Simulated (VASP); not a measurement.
Here is the system:

```
BaTiO3
1.0
    2.82937     1.63354     2.32062
   -2.82937     1.63354     2.32062
    0.00000    -3.26708     2.32062
Ba Ti O
1 1 3
Direct
  0.00066   0.00066   0.00066
  0.51274   0.51274   0.51274
  0.48827   0.98115   0.48827
  0.48827   0.48827   0.98115
  0.98115   0.48827   0.48827
```

All values below come from PBEsol GGA, VASP's PBE PAW potentials (set 64) (plane waves; VASP). Settings: 520 eV cut-off, 6×6×6 Γ-centred mesh, tetrahedra with Blöchl corrections, potentials Ba_sv Ti_sv O.

The cores are frozen, which limits the accuracy of field gradients.

Q: Give the principal components of the electric field gradient (V/Å²) and the asymmetry η at each nucleus.

A: 
| atom | Vxx | Vyy | Vzz | η |
|---|---|---|---|---|
| Ba1 | -1.7 | -1.7 | 3.5 | 0.00 |
| Ti2 | -5.5 | -5.5 | 11.1 | 0.00 |
| O3 | -9.8 | -9.4 | 19.2 | 0.02 |
| O4 | -9.8 | -9.4 | 19.2 | 0.02 |
| O5 | -9.8 | -9.4 | 19.2 | 0.02 |

The structure comes from a computed database's BaTiO3 entry (R3m); how it stands against other phases isn't given here. It was relaxed first.
